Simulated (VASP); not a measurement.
Output of a VASP run:

OSZICAR:
```
       N       E                     dE             d eps       ncg     rms          rms(c)
DAV:   1     0.531972516250E+03    0.53197E+03   -0.23533E+04  4358   0.228E+03
DAV:   2     0.171677541822E+02   -0.51480E+03   -0.49753E+03  4140   0.521E+02
DAV:   3    -0.556305243842E+02   -0.72798E+02   -0.69099E+02  4218   0.171E+02
DAV:   4    -0.587697982533E+02   -0.31393E+01   -0.31062E+01  4656   0.403E+01
DAV:   5    -0.588436387051E+02   -0.73840E-01   -0.73805E-01  4666   0.568E+00    0.274E+01
DAV:   6    -0.579441611792E+02    0.89948E+00   -0.11995E+02  4842   0.107E+02    0.234E+01
DAV:   7    -0.512142047317E+02    0.67300E+01   -0.35775E+01  4612   0.624E+01    0.607E+00
DAV:   8    -0.522842124669E+02   -0.10700E+01   -0.59487E+00  5774   0.430E+01    0.137E+01
DAV:   9    -0.511697660700E+02    0.11144E+01   -0.40643E+00  5334   0.308E+01    0.338E+00
DAV:  10    -0.511541271200E+02    0.15639E-01   -0.67471E-01  6148   0.162E+01    0.306E+00
DAV:  11    -0.510857892145E+02    0.68338E-01   -0.22112E-01  5478   0.889E+00    0.593E-01
DAV:  12    -0.510842673073E+02    0.15219E-02   -0.30099E-02  4854   0.166E+00    0.275E-01
DAV:  13    -0.510838458885E+02    0.42142E-03   -0.34093E-03  4604   0.691E-01    0.130E-01
DAV:  14    -0.510837359207E+02    0.10997E-03   -0.83502E-04  4818   0.441E-01    0.466E-02
DAV:  15    -0.510837382627E+02   -0.23420E-05   -0.84895E-05  5018   0.116E-01    0.238E-02
DAV:  16    -0.510837319204E+02    0.63422E-05   -0.14138E-05  5046   0.647E-02    0.691E-03
DAV:  17    -0.510837316942E+02    0.22622E-06   -0.34727E-06  3798   0.175E-02
   1 F= -.51083732E+02 E0= -.51013731E+02  d E =-.140002E+00
```

**OUTCAR**
```
------------------------ aborting loop because EDIFF is reached ----------------------------------------
  FORCE on cell =-STRESS in cart. coord.  units (eV):
  Direction    XX          YY          ZZ          XY          YZ          ZX
  --------------------------------------------------------------------------------------
  Total       -3.9054443     -3.9054443     -3.7411129      0.0000000     -0.0000000      0.0000000
  in kB      -71.0425074    -71.0425074    -68.0532143      0.0000000     -0.0000000      0.0000000
  external PRESSURE =     -70.0460763 kB  Pullay stress =       0.0000000 kB
  volume of cell :       88.08
      direct lattice vectors                 reciprocal lattice vectors
     3.533385000  0.000000000  0.000000000     0.283014730  0.000000000  0.000000000
     0.000000000  3.533385000  0.000000000     0.000000000  0.283014730  0.000000000
     0.000000000  0.000000000  7.054737000     0.000000000  0.000000000  0.141748729
 POSITION                                       TOTAL-FORCE (eV/Angst)
 -----------------------------------------------------------------------------------
      0.00000      0.00000      3.52737         0.000000     -0.000000      0.000000
      1.76669      1.76669      0.00000         0.000000     -0.000000      0.000000
      1.76669      1.76669      3.52737         0.000000     -0.000000      0.000000
      1.76669      0.00000      1.81152         0.000000      0.000000     -0.002363
      1.76669      0.00000      5.24322        -0.000000     -0.000000      0.002363
      0.00000      1.76669      1.81152        -0.000000      0.000000     -0.002363
      0.00000      1.76669      5.24322         0.000000      0.000000      0.002363
      0.00000      0.00000      0.00000         0.000000     -0.000000      0.000000
 -----------------------------------------------------------------------------------
    total drift:                               -0.000000     -0.000000     -0.000000
  FREE ENERGIE OF THE ION-ELECTRON SYSTEM (eV)
  ---------------------------------------------------
  free  energy   TOTEN  =       -51.0837316942 eV

  energy  without entropy=      -50.9437299447  energy(sigma->0) =      -51.01373082
```
(Selected blocks of OUTCAR.)

File POSCAR:
```
SiNi6Ge
1
    3.5333850000     0.0000000000     0.0000000000
    0.0000000000     3.5333850000     0.0000000000
    0.0000000000     0.0000000000     7.0547370000
Si Ni Ge
1 6 1
Direct
  0.0000000000   0.0000000000   0.5000000000
  0.5000000000   0.5000000000   0.0000000000
  0.5000000000   0.5000000000   0.5000000000
  0.5000000000   0.0000000000   0.2567800000
  0.5000000000   0.0000000000   0.7432200000
  0.0000000000   0.5000000000   0.2567800000
  0.0000000000   0.5000000000   0.7432200000
  0.0000000000   0.0000000000   0.0000000000
```

Question: Write an INCAR and KPOINTS that could have produced this output.

Answer: One answer among several that fit: the input of the run itself, PBEsol GGA, plane waves, VASP's PBE PAW potentials (set 64).

**KPOINTS**
```
Automatic
0
G
  8 8 4
```

**INCAR**
```
! general
SYSTEM =SiNi6Ge
PREC   =Accurate
ENCUT  =300
LREAL  =.FALSE.
LASPH  =.TRUE.

! electronic loop
EDIFF  =1E-6
NELM   =100
ALGO   =Normal
LMAXMIX=4

! smearing
ISMEAR =-1
SIGMA  =0.1

! functional
GGA    =PS

! ions
ISIF   =2

! output
LWAVE  =.FALSE.
LCHARG =.FALSE.
```

POTCAR, in this order: Si Ni Ge_d (PBE.64 set). Program: vasp_std.

At this cut-off the stress carries a Pulay error, which pulls relaxed volumes low.

The structure comes from a computed database's SiNi6Ge entry (P4/mmm); how it stands against other phases isn't given here. The cell was not relaxed at this level. The run is one of a series of settings (KPOINTS 8×8×4 Γ-centred mesh against the base run), some of them coarse on purpose. The run is not spin-polarised, so no magnetic state was tried.
